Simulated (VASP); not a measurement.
All values below come from PBE GGA, VASP's PBE PAW potentials (set 64) (plane waves; VASP).

Input for VASP

**INCAR**
```
SYSTEM=GaAs
PREC=Accurate; ENCUT=520; LREAL=.FALSE.
LASPH=.TRUE.
EDIFF=1E-6; NELM=100; ALGO=Normal
LMAXMIX=4
ISMEAR=0; SIGMA=0.05
GGA=PE
LWAVE=.FALSE.; LCHARG=.TRUE.
```

### KPOINTS
```
Automatic mesh
0
Gamma
7 7 7
0 0 0
```

### POSCAR
```
GaAs
1
    0.0000000000     2.8739525417     2.8739525417
    2.8739525417     0.0000000000     2.8739525417
    2.8739525417     2.8739525417     0.0000000000
Ga As
1 1
Direct
  0.0000000000   0.0000000000   0.0000000000
  0.2500000000   0.2500000000   0.2500000000
```

POTCAR, in this order: Ga_d As (PBE.64 set). Program: vasp_std.

### Question
Predict the energy per atom (σ→0), band gap (on the k-mesh).

### Answer

The energy per atom (σ→0) is -4.133 eV/atom and the band gap (on the k-mesh) comes out as 0.15 eV.

File OSZICAR:
```
...
DAV:   6    -0.828049886875E+01    0.13674E+00   -0.25791E-01   801   0.926E+00    0.166E+00
DAV:   7    -0.826388141340E+01    0.16617E-01   -0.67793E-02   631   0.204E+00    0.556E-01
DAV:   8    -0.826474757553E+01   -0.86616E-03   -0.10350E-02   605   0.141E+00    0.922E-02
DAV:   9    -0.826515878538E+01   -0.41121E-03   -0.10758E-03   634   0.470E-01    0.558E-02
DAV:  10    -0.826522597147E+01   -0.67186E-04   -0.79380E-05   665   0.964E-02    0.300E-02
DAV:  11    -0.826528193153E+01   -0.55960E-04   -0.88458E-05   550   0.806E-02    0.398E-03
DAV:  12    -0.826528227841E+01   -0.34688E-06   -0.14642E-06   499   0.199E-02
   1 F= -.82652823E+01 E0= -.82652684E+01  d E =-.276972E-04
```

The compound is GaAs in the zinc blende structure. It was relaxed first, which changed the volume by +5 %.
